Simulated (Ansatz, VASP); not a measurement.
## As3Ru: VASP beside Ansatz

```
As Ru
1.0
     4.09088    0.00000    0.00000
     0.00000    4.09088    0.00000
     0.00000    0.00000    4.09088
As Ru
3 1
Direct
  0.50000 0.50000 0.00000
  0.50000 0.00000 0.50000
  0.00000 0.50000 0.50000
  0.00000 0.00000 0.00000
```

Change from the starting cell: species swapped into the TiCo3 type (Pm-3m, No. 221).

Alike in both runs: functional PBE; k mesh 12 × 12 × 12; occupations gaussian, width 0.1 eV; no spin polarisation.

Ansatz relaxed the structure, and its values are those at the end. VASP's run is a single point on that final structure, the one shown.

|  | VASP | Ansatz |
| --- | --- | --- |
| version | VASP 6.6.1 | Ansatz 0.2.0 |
| potentials or method | VASP PAW PBE potentials, release 64 (As, Ru_pv) | scalar-relativistic, plane waves, PAW |
| plane-wave cutoff (eV) | 520 | 420 |
| valence electrons in the cell | 29 | 61 |

VASP gave:

```
gap on the k mesh at the Fermi level (eV) : none
pressure (GPa)                            : 0.1
```

Which values does Ansatz return?

gap on the k mesh at the Fermi level (eV): none; pressure (GPa): 0.0.

A gap of «none» marks a metal or a gap that the smearing closes. The two sets of potentials don't hold the same shells in valence.
